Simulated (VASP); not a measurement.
The input files of a VASP run:

### INCAR
```
# general
SYSTEM   =  AlGa3N4
PREC     =  Accurate
ENCUT    =  520
LREAL    =  F   # projection in real space or not
LASPH    =  T   # aspherical one-centre terms

# electronic loop
EDIFF    =  1E-6
NELM     =  100   # most electronic steps
ALGO     =  Normal
LMAXMIX  =  4   # l cut-off of mixed one-centre charges

# smearing
ISMEAR   =  0   # Gaussian
SIGMA    =  0.05   # width (eV)

# functional
GGA      =  PS

# ions
IBRION   =  2
NSW      =  60   # most ionic steps
ISIF     =  3   # ions, shape and volume
EDIFFG   =  -0.02   # ionic stop

# output
LWAVE    =  F
LCHARG   =  F
```

POSCAR:
```
AlGa3N4
1.0
  0.0003704976   4.4664356670   4.4647611065
  4.4664356670   0.0003704976   4.4647611065
  2.2334030823   2.2334030823   0.0000000000
Ga N Al
3 4 1
Cart
  4.4668061648   4.4668061648   8.9273361365
  4.4688887316   6.6981266799   6.6973350067
  6.6981266799   4.4688887316   6.6973350067
  1.1167015411   1.1167015411   1.1155142725
  3.3278122176   1.1389939470   3.3711546033
  1.1389939470   3.3278122176   3.3711546033
  3.3501046235   3.3501046235   5.5354460102
  4.4668061644   4.4668061644   4.4675743194
```

### KPOINTS
```
Automatic mesh
0
Gamma
4 4 8
0 0 0
```

POTCAR, in this order: Ga_d N Al (PBE.64 set). Program: vasp_std.

Problem. Translate this PBEsol calculation to Ansatz.

Solution. One equivalent input (not run):
Ansatz 0.2 input:
```yaml
crystal:
  lattice:
    - [0.0003705, 4.4664357, 4.4647611]
    - [4.4664357, 0.0003705, 4.4647611]
    - [2.2334031, 2.2334031, 0.0000000]
  atoms:
    - { symbol: Ga, position: [0.9997552, 0.9997552, 0.0004896] }
    - { symbol: Ga, position: [0.9995968, 0.5004465, 0.9999567] }
    - { symbol: Ga, position: [0.5004465, 0.9995968, 0.9999567] }
    - { symbol: N, position: [0.1249243, 0.1249243, 0.2501514] }
    - { symbol: N, position: [0.1324791, 0.6225791, 0.2449418] }
    - { symbol: N, position: [0.6225791, 0.1324791, 0.2449418] }
    - { symbol: N, position: [0.6199039, 0.6199039, 0.2601921] }
    - { symbol: Al, position: [0.5003150, 0.5003150, 0.9993699] }
kpoints:
  mp_grid: { grid: [4, 4, 8] }
hamiltonian:
  xc: pbesol
  pseudopotentials: { kind: paw }
scf:
  occupations: { method: gaussian, width: 0.05 }
  max_iter: 100
relax:
  max_steps: 60
  f_tol: 0.02
  cell: {}
output: { forces: true, stress: true, eigenvalues: true }
```
What does not carry over: each code has its own PAW files, so the cut-off isn't converted (ENCUT is set for VASP's; basis.ecutwfc is left out, and Ansatz then takes the one that its files recommend); Ansatz stops its SCF on the density residual and VASP on the energy change (EDIFF).

The structure was generated: AlGa3N4 was put into an ordered model structure (Amm2), which need not be its known phase. This run relaxes it. Symmetry was kept, so distortions that lower it aren't found. The start is the result of an earlier pass.
